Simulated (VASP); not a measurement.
Data:

```
TiC
1.0
    0.00000     2.19924     2.18089
    2.21626     0.00000     2.18089
    2.21626     2.19924     0.00000
Ti C
1 1
Direct
  0.00000   0.00000   0.00000
  0.47803   0.52197   0.52197
```

The numbers are results of PBE GGA + U (Dudarev), VASP's PBE PAW potentials (set 64) (plane waves; VASP), not measurements. Run with 520 eV cut-off, 13×13×13 Γ-centred mesh, first-order Methfessel-Paxton smearing of 0.10 eV, potentials Ti_sv C, U − J: Ti 5.00 eV.

Q: Give the force on each atom (eV/Å).

A: 
| atom | Fx | Fy | Fz |
|---|---|---|---|
| Ti1 | 0.845 | 0.000 | 0.000 |
| C2 | -0.845 | 0.000 | 0.000 |

Q: Give the stress tensor in GPa (positive for a compressed cell).

A: 
```
2.34  0.00  0.00
0.00  2.69  0.00
0.00  0.00  5.82
```
The pressure is its mean diagonal, 3.62 GPa.

The compound is TiC in the rock salt structure. The cell was not relaxed at this level, atoms are displaced from their ideal sites. The run is one of a series of settings (LDAU = .TRUE., LDAUJ = 0 0, LDAUL = 2 -1, LDAUTYPE = 2, LDAUU = 5.0 0, LMAXMIX = 2 against the base run), some of them coarse on purpose.
